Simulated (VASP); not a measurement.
All values below come from r2SCAN meta-GGA, VASP's PBE PAW potentials (set 64) (plane waves; VASP).

VASP ran on this input.

**POSCAR**
```
CsSnI3
1.0
  6.0888277484   0.0000000000   0.0000000000
  0.0000000000   6.0888277484   0.0000000000
  0.0000000000   0.0000000000   6.0888277484
Cs Sn I
1 1 3
Cart
  0.0000000000   0.0000000000   0.0000000000
  3.0444138742   3.0444138742   3.0444138742
  3.0444138742   0.0000000000   3.0444138742
  0.0000000000   3.0444138742   3.0444138742
  3.0444138742   3.0444138742   0.0000000000
```

INCAR:
```
EDIFF  =  1E-6   ! SCF stop (eV)
NSW  =  60   ! most ionic steps
ENCUT  =  520
LREAL  =  F   ! projection in real space or not
LWAVE  =  F
IBRION  =  2
NELM  =  100
METAGGA  =  R2SCAN
LASPH  =  T   ! aspherical one-centre terms
LMAXMIX  =  4
ALGO  =  Normal   ! blocked Davidson
PREC  =  Accurate
LMIXTAU  =  T
EDIFFG  =  -0.02
ISMEAR  =  0   ! Gaussian
ISIF  =  3
SIGMA  =  0.05   ! width (eV)
SYSTEM  =  CsSnI3
LCHARG  =  F
```

**KPOINTS**
```
Automatic mesh
0
gamma
4 4 4
```

POTCAR, in this order: Cs_sv Sn_d I (PBE.64 set). Program: vasp_std.

The resulting files:

**OSZICAR**
```
       N       E                     dE             d eps       ncg     rms          rms(c)
DAV:   1     0.253420083783E+03    0.25342E+03   -0.18864E+04   520   0.160E+03
DAV:   2    -0.883333315373E+02   -0.34175E+03   -0.33410E+03   624   0.330E+02
DAV:   3    -0.134374931610E+03   -0.46042E+02   -0.45796E+02   624   0.131E+02
DAV:   4    -0.136219847695E+03   -0.18449E+01   -0.18414E+01   656   0.309E+01
DAV:   5    -0.136273547461E+03   -0.53700E-01   -0.52336E-01   814   0.500E+00    0.529E+00
DAV:   6    -0.132103482635E+03    0.41701E+01   -0.12489E+00   652   0.119E+01    0.433E+00
DAV:   7    -0.126866105017E+03    0.52374E+01   -0.16720E+00   568   0.741E+00    0.136E+00
DAV:   8    -0.128027769513E+03   -0.11617E+01   -0.54342E-01   604   0.467E+00    0.463E-01
DAV:   9    -0.128494724635E+03   -0.46696E+00   -0.19583E-01   582   0.283E+00    0.514E-01
DAV:  10    -0.128385421440E+03    0.10930E+00   -0.29510E-01   520   0.503E+00    0.523E-01
DAV:  11    -0.128347698034E+03    0.37723E-01   -0.24161E-02   596   0.133E+00    0.185E-01
DAV:  12    -0.128533514121E+03   -0.18582E+00   -0.23308E-01   524   0.440E+00    0.339E-01
DAV:  13    -0.128538029535E+03   -0.45154E-02   -0.15421E-02   532   0.109E+00    0.136E-01
DAV:  14    -0.128548303802E+03   -0.10274E-01   -0.31741E-03   576   0.570E-01    0.106E-01
DAV:  15    -0.128548652111E+03   -0.34831E-03   -0.43765E-04   646   0.181E-01    0.548E-02
DAV:  16    -0.128548091982E+03    0.56013E-03   -0.59612E-04   536   0.237E-01    0.332E-02
DAV:  17    -0.128549612217E+03   -0.15202E-02   -0.68380E-04   532   0.242E-01    0.159E-02
DAV:  18    -0.128549612174E+03    0.42749E-07   -0.15218E-04   570   0.104E-01    0.380E-03
DAV:  19    -0.128549632315E+03   -0.20141E-04   -0.14831E-05   572   0.292E-02    0.775E-03
DAV:  20    -0.128549632019E+03    0.29613E-06   -0.34354E-05   532   0.539E-02    0.606E-03
DAV:  21    -0.128549652094E+03   -0.20075E-04   -0.12208E-05   532   0.303E-02    0.334E-03
DAV:  22    -0.128549652296E+03   -0.20216E-06   -0.81788E-07   392   0.928E-03
   1 F= -.12854965E+03 E0= -.12854952E+03  d E =-.128550E+03
       N       E                     dE             d eps       ncg     rms          rms(c)
DAV:   1    -0.129558698520E+03   -0.10090E+01   -0.24858E+01   638   0.488E+01    0.563E+00
DAV:   2    -0.128843350455E+03    0.71535E+00   -0.12955E+00   582   0.109E+01    0.246E+00
DAV:   3    -0.128595261521E+03    0.24809E+00   -0.72324E-01   648   0.731E+00    0.981E-01
DAV:   4    -0.128627561001E+03   -0.32299E-01   -0.72089E-02   522   0.200E+00    0.630E-01
DAV:   5    -0.128566821482E+03    0.60740E-01   -0.70062E-02   520   0.202E+00    0.350E-01
DAV:   6    -0.128626161204E+03   -0.59340E-01   -0.51490E-02   520   0.170E+00    0.103E-01
DAV:   7    -0.128626860484E+03   -0.69928E-03   -0.19567E-03   536   0.377E-01    0.485E-02
DAV:   8    -0.128626709509E+03    0.15097E-03   -0.85823E-04   522   0.263E-01    0.318E-02
DAV:   9    -0.128627137455E+03   -0.42795E-03   -0.44429E-04   524   0.192E-01    0.722E-03
DAV:  10    -0.128627169385E+03   -0.31930E-04   -0.35974E-05   596   0.467E-02    0.305E-03
DAV:  11    -0.128627169252E+03    0.13293E-06   -0.11359E-05   532   0.302E-02    0.148E-03
DAV:  12    -0.128627172606E+03   -0.33542E-05   -0.44733E-06   452   0.197E-02    0.124E-03
DAV:  13    -0.128627173081E+03   -0.47463E-06   -0.14452E-06   342   0.105E-02
   2 F= -.12862717E+03 E0= -.12862717E+03  d E =-.775208E-01
       N       E                     dE             d eps       ncg     rms          rms(c)
DAV:   1    -0.128668782543E+03   -0.41610E-01   -0.10127E+00   608   0.923E+00    0.118E+00
DAV:   2    -0.128638067350E+03    0.30715E-01   -0.54598E-02   580   0.222E+00    0.506E-01
DAV:   3    -0.128628195374E+03    0.98720E-02   -0.30122E-02   642   0.170E+00    0.218E-01
DAV:   4    -0.128628980660E+03   -0.78529E-03   -0.30684E-03   524   0.422E-01    0.130E-01
DAV:   5    -0.128627361523E+03    0.16191E-02   -0.30429E-03   522   0.441E-01    0.726E-02
DAV:   6    -0.128628984264E+03   -0.16227E-02   -0.18841E-03   528   0.346E-01    0.195E-02
DAV:   7    -0.128629012188E+03   -0.27925E-04   -0.11288E-04   526   0.881E-02    0.801E-03
DAV:   8    -0.128629028364E+03   -0.16176E-04   -0.38982E-05   526   0.528E-02    0.681E-03
DAV:   9    -0.128629037812E+03   -0.94478E-05   -0.73995E-06   532   0.226E-02    0.186E-03
DAV:  10    -0.128629038419E+03   -0.60677E-06   -0.22379E-06   450   0.127E-02
   3 F= -.12862904E+03 E0= -.12862904E+03  d E =-.793861E-01
```

File OUTCAR:
```
------------------------ aborting loop because EDIFF is reached ----------------------------------------
  FORCE on cell =-STRESS in cart. coord.  units (eV):
  Direction    XX          YY          ZZ          XY          YZ          ZX
  --------------------------------------------------------------------------------------
  Total       -0.0292525     -0.0292525     -0.0292525      0.0000000      0.0000000      0.0000000
  in kB       -0.1924582     -0.1924582     -0.1924582      0.0000000      0.0000000      0.0000000
  external PRESSURE =      -0.1924582 kB  Pullay stress =       0.0000000 kB
  volume of cell :      243.52
      direct lattice vectors                 reciprocal lattice vectors
     6.244709951 -0.000000000  0.000000000     0.160135540 -0.000000000  0.000000000
     0.000000000  6.244709951  0.000000000     0.000000000  0.160135540  0.000000000
    -0.000000000 -0.000000000  6.244709951    -0.000000000 -0.000000000  0.160135540
 POSITION                                       TOTAL-FORCE (eV/Angst)
 -----------------------------------------------------------------------------------
      0.00000      0.00000      0.00000         0.000000      0.000000      0.000000
      3.12235      3.12235      3.12235        -0.000000     -0.000000      0.000000
      3.12235     -0.00000      3.12235         0.000000      0.000000      0.000000
     -0.00000      3.12235      3.12235         0.000000      0.000000      0.000000
      3.12235      3.12235      0.00000         0.000000      0.000000      0.000000
 -----------------------------------------------------------------------------------
    total drift:                                0.000000     -0.000000     -0.000000
  FREE ENERGIE OF THE ION-ELECTRON SYSTEM (eV)
  ---------------------------------------------------
  free  energy   TOTEN  =      -128.6290384190 eV

  energy  without entropy=     -128.6290384190  energy(sigma->0) =     -128.62903842

 reached required accuracy - stopping structural energy minimisation
```
(Selected blocks of OUTCAR.)

File CONTCAR:
```
CsSnI3
   1.00000000000000
     6.2447099506497636   -0.0000000000000000    0.0000000000000000
     0.0000000000000000    6.2447099506497636    0.0000000000000000
    -0.0000000000000000   -0.0000000000000000    6.2447099506497636
  Cs              Sn              I
     1     1     3
Direct
     0.0000000000000000    0.0000000000000000    0.0000000000000000
     0.5000000000000000    0.5000000000000000    0.5000000000000000
     0.5000000000000000    0.0000000000000000    0.5000000000000000
     0.0000000000000000    0.5000000000000000    0.5000000000000000
     0.5000000000000000    0.5000000000000000    0.0000000000000000
```

Energy and stress use the plane-wave basis of the starting cell.

The compound is CsSnI3 in the cubic perovskite structure, the ideal cubic form; the compound distorts at low or room temperature. This run relaxes it. Symmetry was kept, so distortions that lower it aren't found.
